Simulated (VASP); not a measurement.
Calculation: PBE GGA, VASP's PBE PAW potentials (set 64) (plane waves; VASP).

VASP input:

KPOINTS:
```
Automatic mesh
0
Gamma
3 3 2
0 0 0
```

File POSCAR:
```
GeOs2
1
    3.9966440000     0.0000000000     0.0000000000
    0.0000000000     3.9966440000     0.0000000000
    0.0000000000     0.0000000000     6.0982640000
Os Ge
4 2
Direct
  0.0000000000   0.0000000000   0.0000000000
  0.5000000000   0.5000000000   0.0000000000
  0.5000000000   0.0000000000   0.2700000000
  0.0000000000   0.5000000000   0.7300000000
  0.5000000000   0.0000000000   0.7000000000
  0.0000000000   0.5000000000   0.3000000000
```

**INCAR**
```
SYSTEM = GeOs2
PREC = Accurate; ENCUT = 300; LREAL = .FALSE.
LASPH = .TRUE.
EDIFF = 1E-6; NELM = 100; ALGO = Normal
LMAXMIX = 6
ISMEAR = -1; SIGMA = 0.05
GGA = PE
ISIF = 2
LWAVE = .FALSE.; LCHARG = .FALSE.
```

POTCAR, in this order: Os Ge_d (PBE.64 set). Program: vasp_std.

Q: What will the output report for the number of irreducible k-points (NKPTS), largest plane-wave count, number of space-group operations, FFT grid (NGX, NGY, NGZ)?

A: 
- number of irreducible k-points (NKPTS) = 6
- largest plane-wave count = 1154
- number of space-group operations = 16
- FFT grid (NGX, NGY, NGZ) = 24 × 24 × 36

The structure was generated: GeOs2 was put into an ordered model structure, which need not be its known phase. The cell was not relaxed at this level. The k-mesh is coarse (spacing up to 0.52 per Å, 2π included), so the numbers may not be converged in it.
